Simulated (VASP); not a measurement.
All values below come from PBE GGA, VASP's PBE PAW potentials (set 64) (plane waves; VASP).

Input for VASP

### POSCAR
```
CuP
5.031240
  0.3784244043  -1.0000000000   0.0000000000
  0.3784244043   1.0000000000   0.0000000000
  0.0000000000   0.0000000000   0.7457686376
P Cu
2 2
Cartesian
  0.3784244043  -0.1280000000   0.1864421594
  0.3784244043   0.1280000000   0.5593264782
  0.3784244043  -0.7095000000   0.1864421594
  0.3784244043   0.7095000000   0.5593264782
```

### INCAR
```
ALGO = Normal
EDIFF = 1E-6
ENCUT = 800
GGA = PE
ISIF = 2
ISMEAR = 0
LASPH = .TRUE.
LCHARG = .FALSE.
LMAXMIX = 4
LREAL = .FALSE.
LWAVE = .FALSE.
NELM = 100
PREC = Accurate
SIGMA = 0.05
SYSTEM = CuP
```

File KPOINTS:
```
kpoints
0
Gamma
 6 6 5
```

POTCAR, in this order: P Cu (PBE.64 set). Program: vasp_std.

Output of the run:

OUTCAR:
```
 ion  position               nearest neighbor table
   1  0.564  0.436  0.250-   2 2.28   2 2.28   4 2.80   4 2.80   4 2.80   4 2.80   3 2.84   3 2.84
  LATTYP: Found a base centered orthorhombic cell.
 ALAT       =     3.8078880000
 B/A-ratio  =     2.6425357048
 C/A-ratio  =     0.9853601261
 Subroutine PRICEL returns:
 Original cell was already a primitive cell.
 Subroutine GETGRP returns: Found  8 space group operations
The static configuration has the point symmetry C_2h.
 The point group associated with its full space group is D_2h.
The dynamic configuration has the point symmetry C_2h.
 Subroutine INISYM returns: Found  8 space group operations
 Subroutine IBZKPT returns following result:
 Found     39 irreducible k-points:

 Following reciprocal coordinates:
            Coordinates               Weight
  0.000000  0.000000  0.000000      1.000000
  0.166667 -0.000000  0.000000      4.000000
  0.333333 -0.000000  0.000000      4.000000
  0.500000 -0.000000  0.000000      2.000000
  0.166667  0.166667  0.000000      2.000000
  0.333333  0.166667  0.000000      4.000000
  0.500000  0.166667  0.000000      4.000000
 -0.333333  0.166667  0.000000      4.000000
 -0.166667  0.166667  0.000000      2.000000
  0.333333  0.333333  0.000000      2.000000
  0.500000  0.333333  0.000000      4.000000
 -0.333333  0.333333  0.000000      2.000000
  0.500000  0.500000  0.000000      1.000000
  0.000000  0.000000  0.200000      2.000000
  0.166667 -0.000000  0.200000      8.000000
  0.333333 -0.000000  0.200000      8.000000
  0.500000 -0.000000  0.200000      4.000000
  0.166667  0.166667  0.200000      4.000000
  0.333333  0.166667  0.200000      8.000000
  0.500000  0.166667  0.200000      8.000000
 -0.333333  0.166667  0.200000      8.000000
 -0.166667  0.166667  0.200000      4.000000
...
```

### OSZICAR
```
       N       E                     dE             d eps       ncg     rms          rms(c)
DAV:   1     0.245083907790E+03    0.24508E+03   -0.18364E+04  1560   0.270E+03
DAV:   2     0.327229749926E+01   -0.24181E+03   -0.23514E+03  1560   0.407E+02
DAV:   3    -0.163831078873E+02   -0.19655E+02   -0.18121E+02  2084   0.138E+02
DAV:   4    -0.176174762933E+02   -0.12344E+01   -0.11782E+01  2312   0.288E+01
DAV:   5    -0.176485718296E+02   -0.31096E-01   -0.30949E-01  2152   0.420E+00    0.136E+01
DAV:   6    -0.194068231426E+02   -0.17583E+01   -0.41129E+01  1940   0.165E+02    0.122E+01
DAV:   7    -0.159550875604E+02    0.34517E+01   -0.11359E+01  1848   0.969E+01    0.434E+00
DAV:   8    -0.159069011546E+02    0.48186E-01   -0.30211E+00  2464   0.359E+01    0.237E+00
DAV:   9    -0.158617696636E+02    0.45131E-01   -0.40954E-01  2448   0.130E+01    0.549E-01
DAV:  10    -0.158645411898E+02   -0.27715E-02   -0.19118E-02  2448   0.273E+00    0.424E-01
DAV:  11    -0.158635093167E+02    0.10319E-02   -0.22609E-02  2340   0.407E+00    0.264E-01
DAV:  12    -0.158624215551E+02    0.10878E-02   -0.44797E-03  2408   0.167E+00    0.740E-02
DAV:  13    -0.158623726981E+02    0.48857E-04   -0.27010E-04  2492   0.163E-01    0.283E-02
DAV:  14    -0.158623615321E+02    0.11166E-04   -0.82953E-05  2500   0.216E-01    0.867E-03
DAV:  15    -0.158623616880E+02   -0.15590E-06   -0.11076E-05  2396   0.420E-02    0.539E-03
DAV:  16    -0.158623617211E+02   -0.33100E-07   -0.15164E-07   988   0.413E-03
   1 F= -.15862362E+02 E0= -.15860994E+02  d E =-.273618E-02
```

**OUTCAR**
```
------------------------ aborting loop because EDIFF is reached ----------------------------------------
  FORCE on cell =-STRESS in cart. coord.  units (eV):
  Direction    XX          YY          ZZ          XY          YZ          ZX
  --------------------------------------------------------------------------------------
  Total       -4.0297285     -4.3608339     -4.1808970      0.0000000     -0.0000000      0.0000000
  in kB      -89.8148231    -97.1945199    -93.1840750      0.0000000     -0.0000000      0.0000000
  external PRESSURE =     -93.3978060 kB  Pullay stress =       0.0000000 kB
  volume of cell :       71.89
      direct lattice vectors                 reciprocal lattice vectors
     1.903944000 -5.031240000  0.000000000     0.262612766 -0.099379080  0.000000000
     1.903944000  5.031240000  0.000000000     0.262612766  0.099379080  0.000000000
     0.000000000  0.000000000  3.752141000     0.000000000  0.000000000  0.266514505
 POSITION                                       TOTAL-FORCE (eV/Angst)
 -----------------------------------------------------------------------------------
      1.90394     -0.64400      0.93804         0.000000     -1.127764      0.000000
      1.90394      0.64400      2.81411         0.000000      1.127764      0.000000
      1.90394     -3.56966      0.93804         0.000000      0.120144      0.000000
      1.90394      3.56966      2.81411         0.000000     -0.120144      0.000000
 -----------------------------------------------------------------------------------
    total drift:                               -0.000000     -0.000000     -0.000000
  FREE ENERGIE OF THE ION-ELECTRON SYSTEM (eV)
  ---------------------------------------------------
  free  energy   TOTEN  =       -15.8623617211 eV

  energy  without entropy=      -15.8596255456  energy(sigma->0) =      -15.86099363
```
(Selected blocks of OUTCAR.)

The structure was generated: CuP was put into the CrB type (Cmcm), which need not be its known phase. The cell was not relaxed at this level. The k-mesh is coarse (spacing up to 0.33 per Å, 2π included), so the numbers may not be converged in it. The run is one of a series of settings (ENCUT = 800 against the base run), some of them coarse on purpose.
